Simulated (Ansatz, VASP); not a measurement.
**One calculation of Ag3SnSe, two programs**

```
Ag Sn Se
1.0
     4.90259    0.00000    0.00000
     0.00000    4.90259    0.00000
     0.00000    0.00000    4.90259
Ag Sn Se
3 1 1
Direct
  0.50000 0.00000 0.50000
  0.00000 0.50000 0.50000
  0.50000 0.50000 0.00000
  0.00000 0.00000 0.00000
  0.50000 0.50000 0.50000
```

Change from the starting cell: species swapped into the Sm3TlC type (Pm-3m, No. 221).

Alike in both runs: task relaxation of cell and atoms; functional PBE; k mesh 4 × 4 × 4; occupations gaussian, width 0.1 eV; no spin polarisation.

```csv
,VASP,Ansatz
version,VASP 6.6.1,Ansatz 0.2.0
potentials or method,"VASP PAW PBE potentials, release 64 (Ag, Sn_d, Se)","scalar-relativistic, plane waves, PAW"
plane-wave cutoff (eV),600,420
valence electrons in the cell,53,87
```

|  | VASP | Ansatz | Ansatz less VASP |
| --- | --- | --- | --- |
| gap on the k mesh at the Fermi level, each at its own relaxed structure (eV) | none | none | - |
| relaxed volume (Å³/atom) | 25.99 | 25.98 | -0.016 |
| relaxed cell length with the largest relative difference (Å) | 5.065 | 5.064 | -0.0010 |
| energy change over the relaxation (meV/atom) | -41 | -41 | 0.0 |

A gap of «none» marks a metal or a gap that the smearing closes. The two sets of potentials don't hold the same shells in valence.
